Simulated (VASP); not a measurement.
```xyz
2
Lattice="0.0000 2.1650 2.1650 2.1650 0.0000 2.1650 2.1650 2.1650 0.0000" Properties=species:S:1:pos:R:3 pbc="T T T"
Ti     0.0000     0.0000     0.0000
C      2.1650     2.1650     2.1650
```

All values below come from PBE GGA with D4 dispersion, VASP's PBE PAW potentials (set 64) (plane waves; VASP). Settings: 520 eV cut-off, 13×13×13 Γ-centred mesh, first-order Methfessel-Paxton smearing of 0.10 eV, potentials Ti_sv C.

Question: The ions, cell shape and volume are relaxed. Which structure does the run end with?

Answer: 
```xyz
2
Lattice="0.0000 2.1533 2.1533 2.1533 0.0000 2.1533 2.1533 2.1533 0.0000" Properties=species:S:1:pos:R:3 pbc="T T T"
Ti     0.0000     0.0000     0.0000
C      2.1533     2.1533     2.1533
```
Space group Fm-3m (225), at a tolerance of 0.03 Å.

Question: How do energy and volume change from the first to the last step?

Answer: The energy (σ→0) changes by -2.1 meV/atom and the volume by -1.6 %, in 3 ionic steps.

```tsv
step	E(σ→0) (eV)	max force (eV/Å)	pressure (GPa)	volume (Å³)
1	-19.2628	0.000	-4.06	20.30
2	-19.2597	0.000	5.67	19.55
3	-19.2670	0.000	-0.01	19.97
```

The compound is TiC in the rock salt structure. This run relaxes it. Symmetry was kept, so distortions that lower it aren't found.
